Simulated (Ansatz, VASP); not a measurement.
**PrCoO3: VASP beside Ansatz**

Wanted: the spread between two codes on one cell, functional and k mesh.

Calculated with Ansatz 0.2.0; plane waves, with VASP 6.6.1 beside it; single point at PBEsol and single point at PBEsol, DFT+U.

In doubt: a part-filled 4f shell, where there is one, can sit in one of many states, so energies may not be the lowest and differences between runs may mislead; derivatives with an open 4f shell can jump between states, which bears on forces and vibrations.

**1. Starting point**

The structure is cubic, space group Pm-3m (No. 221). Conventional cell: a = 3.780 Å, b = 3.780 Å, c = 3.780 Å, α = 90.00°, β = 90.00°, γ = 90.00°. Pr has 12 O at 2.67 Å nearest. Nearest to Co lie 6 O at 1.89 Å. Nearest to O lie 2 Co at 1.89 Å and 4 Pr at 2.67 Å. Farther neighbours and most contacts between anions are not listed.

Structure file:

```
Pr Co O
1.0
     3.78000    0.00000    0.00000
     0.00000    3.78000    0.00000
     0.00000    0.00000    3.78000
Pr Co O
1 1 3
Direct
  0.00000 0.00000 0.00000
  0.50000 0.50000 0.50000
  0.50000 0.00000 0.50000
  0.00000 0.50000 0.50000
  0.50000 0.50000 0.00000
```

**2. VASP: single point, PBEsol**

With cell and atoms fixed, the geometry can't cause a difference; cores, projectors, grids and the points listed under the comparison can.

Lines of VASP's logs that name or quote its potential files are left out, and so is its time.

INCAR

```
SYSTEM = PrCoO3
PREC = Accurate
ENCUT = 480
EDIFF = 1E-06
NELM = 150
ISMEAR = 0
SIGMA = 0.05
LREAL = .FALSE.
ALGO = Normal
GGA = PS
NBANDS = 30
ISPIN = 2
MAGMOM = 2 2 0 0 0
LASPH = .TRUE.
LMAXMIX = 6
AMIX = 0.2
BMIX = 1E-04
AMIX_MAG = 0.8
BMIX_MAG = 1E-04
LORBIT = 11
LWAVE = .FALSE.
LCHARG = .FALSE.
KPAR = 2
NEDOS = 1200
```

POSCAR

```
PrCoO3
1.0
    3.7800000000      0.0000000000      0.0000000000
    0.0000000000      3.7800000000      0.0000000000
    0.0000000000      0.0000000000      3.7800000000
Pr Co O
1 1 3
Direct
    0.0000000000      0.0000000000      0.0000000000
    0.5000000000      0.5000000000      0.5000000000
    0.5000000000      0.0000000000      0.5000000000
    0.0000000000      0.5000000000      0.5000000000
    0.5000000000      0.5000000000      0.0000000000
```

KPOINTS

```
Automatic mesh
0
Gamma
5 5 5
0 0 0
```

Potentials, in the order of the species: Pr, Co and O (PBE family, release 64).

On the command line:

```sh
> mpirun -np 2 vasp_std
```

Numbers of over 12 decimals in the logs are rounded to 6 here.

Log:

```text
[banner, memory and clock lines left out]
running    2 mpi-ranks, on    1 nodes
 distrk:  each k-point on    1 cores,    2 groups
 distr:  one band on    1 cores,    1 groups

 POSCAR found type information on POSCAR PrCoO
 POSCAR found :  3 types and       5 ions
|                                                                             |
|               ----> ADVICE to this user running VASP <----                  |
|                                                                             |
|     You enforced a specific xc type in the INCAR file but a different       |
|     [... a line on the potential file left out ...]
|     I HOPE YOU KNOW WHAT YOU ARE DOING!                                     |
|                                                                             |

 LDA part: xc-table for (Slater+PW92), standard interpolation
 POSCAR, INCAR and KPOINTS ok, starting setup
 FFT: planning ... GRIDC
 FFT: planning ... GRID_SOFT
 FFT: planning ... GRID
 WAVECAR not read
 entering main loop
       N       E                     dE             d eps       ncg     rms          rms(c)
DAV:   1     0.342223408378E+03    0.34222E+03   -0.17165E+04  1602   0.271E+03
DAV:   2     0.933746797684E+00   -0.34129E+03   -0.30111E+03  1824   0.437E+02
DAV:   3    -0.475940628190E+02   -0.48528E+02   -0.46455E+02  1916   0.193E+02
DAV:   4    -0.494763466295E+02   -0.18823E+01   -0.18116E+01  2126   0.306E+01
DAV:   5    -0.495532042396E+02   -0.76858E-01   -0.75760E-01  1746   0.441E+00    0.361E+01
DAV:   6    -0.604781683065E+02   -0.10925E+02   -0.19355E+02  2048   0.706E+01    0.832E+01
DAV:   7    -0.432742752612E+02    0.17204E+02   -0.87033E+01  2012   0.104E+02    0.466E+01
DAV:   8    -0.408847618892E+02    0.23895E+01   -0.37777E+00  2066   0.152E+01    0.318E+01
DAV:   9    -0.455125270599E+02   -0.46278E+01   -0.54374E+01  2030   0.312E+01    0.668E+01
DAV:  10    -0.445664854693E+02    0.94604E+00   -0.63729E-01  2112   0.571E+00    0.632E+01
DAV:  11    -0.444999086174E+02    0.66577E-01   -0.16698E-02  1988   0.111E+00    0.625E+01
DAV:  12    -0.401452064441E+02    0.43547E+01   -0.75560E+00  1888   0.269E+01    0.142E+01
DAV:  13    -0.401512542220E+02   -0.60478E-02   -0.46348E-01  2126   0.611E+00    0.144E+01
DAV:  14    -0.402692549393E+02   -0.11800E+00   -0.54517E-02  2014   0.312E+00    0.142E+01
[...]
DAV:  31    -0.404867769151E+02   -0.20924E-03   -0.42354E-04  1964   0.292E-01    0.422E-01
DAV:  32    -0.404866675539E+02    0.10936E-03   -0.52375E-04  2032   0.174E-01    0.259E-01
DAV:  33    -0.404866863179E+02   -0.18764E-04   -0.78329E-05  2084   0.829E-02    0.170E-01
DAV:  34    -0.404867257792E+02   -0.39461E-04   -0.53997E-05  1954   0.778E-02    0.108E-01
DAV:  35    -0.404867316828E+02   -0.59036E-05   -0.69455E-05  1700   0.564E-02    0.613E-02
DAV:  36    -0.404867340015E+02   -0.23187E-05   -0.72058E-06  1022   0.292E-02    0.326E-02
DAV:  37    -0.404867350139E+02   -0.10124E-05   -0.13792E-06   824   0.161E-02    0.247E-02
DAV:  38    -0.404867353880E+02   -0.37407E-06   -0.11903E-06   688   0.161E-02
   1 F= -.40486735E+02 E0= -.40479931E+02  d E =-.136092E-01  mag=     0.9123
```

From OUTCAR (step 2):

```text
ion  position               nearest neighbor table
   1  0.000  0.000  0.000-   3 2.67   4 2.67   5 2.67   3 2.67   4 2.67   4 2.67   5 2.67   4 2.67
                             3 2.67   5 2.67   3 2.67   5 2.67   2 3.27   2 3.27   2 3.27   2 3.27
   2  0.500  0.500  0.500-   3 1.89   4 1.89   5 1.89   5 1.89   3 1.89   4 1.89   1 3.27   1 3.27
                             1 3.27   1 3.27   1 3.27   1 3.27   1 3.27   1 3.27
   3  0.500  0.000  0.500-   2 1.89   2 1.89   1 2.67   1 2.67   1 2.67   1 2.67
   4  0.000  0.500  0.500-   2 1.89   2 1.89   1 2.67   1 2.67   1 2.67   1 2.67
   5  0.500  0.500  0.000-   2 1.89   2 1.89   1 2.67   1 2.67   1 2.67   1 2.67

  LATTYP: Found a simple cubic cell.
 ALAT       =     3.7800000000

 Subroutine GETGRP returns: Found 48 space group operations
 (whereof 48 operations were pure point group operations)

The static configuration has the point symmetry O_h .

 Found     10 irreducible k-points:

   k-points           NKPTS =     10   k-points in BZ     NKDIM =     10   number of bands    NBANDS=     30

   dimension x,y,z NGX =    28 NGY =   28 NGZ =   28
   dimension x,y,z NGXF=    56 NGYF=   56 NGZF=   56

   ENCUT  =  480.0 eV  35.28 Ry    5.94 a.u.   6.75  6.75  6.75*2*pi/ulx,y,z

   NELECT =      40.0000    total number of electrons

 k-points in reciprocal lattice and weights: Automatic mesh
   0.00000000  0.00000000  0.00000000       0.008
   0.20000000  0.00000000  0.00000000       0.048
   0.40000000  0.00000000  0.00000000       0.048
   0.20000000  0.20000000  0.00000000       0.096
   0.40000000  0.20000000  0.00000000       0.192
   0.40000000  0.40000000  0.00000000       0.096
   0.20000000  0.20000000  0.20000000       0.064
   0.40000000  0.20000000  0.20000000       0.192
   0.40000000  0.40000000  0.20000000       0.192
   0.40000000  0.40000000  0.40000000       0.064

 average (electrostatic) potential at core
       1 -71.7089       2 -80.8856       3 -67.5901       4 -67.5901       5 -67.5901

 E-fermi :   7.9625

 spin component 1
 k-point     1 :       0.0000    0.0000    0.0000
  band No.  band energies     occupation
    ...
     18       6.3175      1.00000
     19       6.3175      1.00000
     20       7.7203      1.00000
     21       7.7203      1.00000
     22       7.8499      0.99927
     23       8.1842      0.00000
     24       8.1843      0.00000
     25       8.1843      0.00000
     26       8.7640      0.00000
     27       8.7641      0.00000
    ...

 k-point     2 :       0.2000    0.0000    0.0000
  band No.  band energies     occupation
    ...
     17       6.3226      1.00000
     18       7.0631      1.00000
     19       7.0632      1.00000
     20       7.7190      1.00000
     21       7.8827      0.98798
     22       8.0024      0.12910
     23       8.1520      0.00000
     24       8.1521      0.00000
     25       8.5109      0.00000
     26       8.6873      0.00000
    ...

 k-point     3 :       0.4000    0.0000    0.0000
  band No.  band energies     occupation
    ...
     18       7.6746      1.00000
     19       7.6747      1.00000
     20       7.7148      1.00000
     21       7.8565      0.99864
     22       7.9375      0.75981
     23       8.1094      0.00002
     24       8.1095      0.00002
     25       8.4016      0.00000
     26       8.7306      0.00000
     27       8.7307      0.00000
    ...

 k-point     4 :       0.2000    0.2000    0.0000
  band No.  band energies     occupation
    ...
     16       5.4002      1.00000
     17       7.0382      1.00000
     18       7.0682      1.00000
     19       7.1652      1.00000
     20       7.9096      0.93243
     21       8.0140      0.07235
     22       8.0201      0.05157
     23       8.1291      0.00000
     24       8.1705      0.00000
     25       8.4802      0.00000
    ...

 k-point     5 :       0.4000    0.2000    0.0000
  band No.  band energies     occupation
    ...
     17       7.0400      1.00000
     18       7.6531      1.00000
     19       7.6947      1.00000
     20       7.8823      0.98830
     21       7.9479      0.65948
     22       8.0360      0.01870
     23       8.0965      0.00008
     24       8.2266      0.00000
     25       8.4441      0.00000
     26       8.5735      0.00000
    ...

 k-point     6 :       0.4000    0.4000    0.0000
  band No.  band energies     occupation
    ...
     18       7.7519      1.00000
     19       7.7726      1.00000
     20       7.9035      0.95243
     21       7.9359      0.77379
     22       7.9540      0.59438
     23       8.0765      0.00063
     24       8.4044      0.00000
     25       8.4096      0.00000
     26       8.4979      0.00000
     27       8.5204      0.00000
    ...

  Total       -3.2871655     -3.2871655     -3.2871655      0.0000000      0.0000000     -0.0000000
  in kB      -97.5117061    -97.5117061    -97.5117061      0.0000000      0.0000000     -0.0000000
  external PRESSURE =     -97.5117061 kB  Pullay stress =       0.0000000 kB

  energy-cutoff  :      480.00
  volume of cell :       54.01
      direct lattice vectors                 reciprocal lattice vectors
     3.780000000  0.000000000  0.000000000     0.264550265  0.000000000  0.000000000
     0.000000000  3.780000000  0.000000000     0.000000000  0.264550265  0.000000000
     0.000000000  0.000000000  3.780000000     0.000000000  0.000000000  0.264550265

 POSITION                                       TOTAL-FORCE (eV/Angst)
 -----------------------------------------------------------------------------------
      0.00000      0.00000      0.00000         0.000000      0.000000      0.000000
      1.89000      1.89000      1.89000         0.000000      0.000000      0.000000
      1.89000      0.00000      1.89000         0.000000      0.000000      0.000000
      0.00000      1.89000      1.89000         0.000000      0.000000      0.000000
      1.89000      1.89000      0.00000         0.000000      0.000000      0.000000
 -----------------------------------------------------------------------------------
    total drift:                                0.000000      0.000000      0.000000

  FREE ENERGIE OF THE ION-ELECTRON SYSTEM (eV)
  ---------------------------------------------------
  free  energy   TOTEN  =       -40.4867353880 eV

  energy  without entropy=      -40.4731262066  energy(sigma->0) =      -40.47993080

 total charge
# of ion       s       p       d       f       tot
--------------------------------------------------
    1        1.936   5.371   0.378   2.094   9.779
    2        0.428   0.683   7.336   0.000   8.447
    3        1.562   3.425   0.000   0.000   4.987
    4        1.562   3.425   0.000   0.000   4.987
    5        1.562   3.425   0.000   0.000   4.987
--------------------------------------------------
tot          7.050  16.328   7.714   2.094  33.186

 magnetization (x)
# of ion       s       p       d       f       tot
--------------------------------------------------
    1       -0.015  -0.038   0.018   1.864   1.830
    2       -0.010  -0.002  -0.895   0.000  -0.907
    3       -0.006  -0.042   0.000   0.000  -0.048
    4       -0.006  -0.042   0.000   0.000  -0.048
    5       -0.006  -0.042   0.000   0.000  -0.048
--------------------------------------------------
tot         -0.044  -0.165  -0.876   1.864   0.778

[... 6 further parts left out ...]
```

The magnetic state follows from one typed start and may not be the lowest. The k-mesh is coarse for a metal. Without U or exact exchange the f electrons of Pr come out too delocalised, which can shrink the cell and pin f bands at the Fermi level. The PAW data sets were made with PBE, which is usual practice but a small mismatch for other functionals. Oxides and halides of Pr and Co are often magnetic insulators, and a metal at this level, without U or exact exchange, may be an artefact.

[end of part 1 of 2]

[Lines on the potential files, build, host, timing and source positions are cut from VASP's logs without a mark.]

[Logs are printed without paths, hosts, clocks, repeated set-up lines and the standing remarks that a program may print on its own settings, such as how far it seeks lower states.]

[Hosts, paths, dates, database ids (printed as entryN), source tags and the programs' standing remarks are cut or masked in the printed files.]
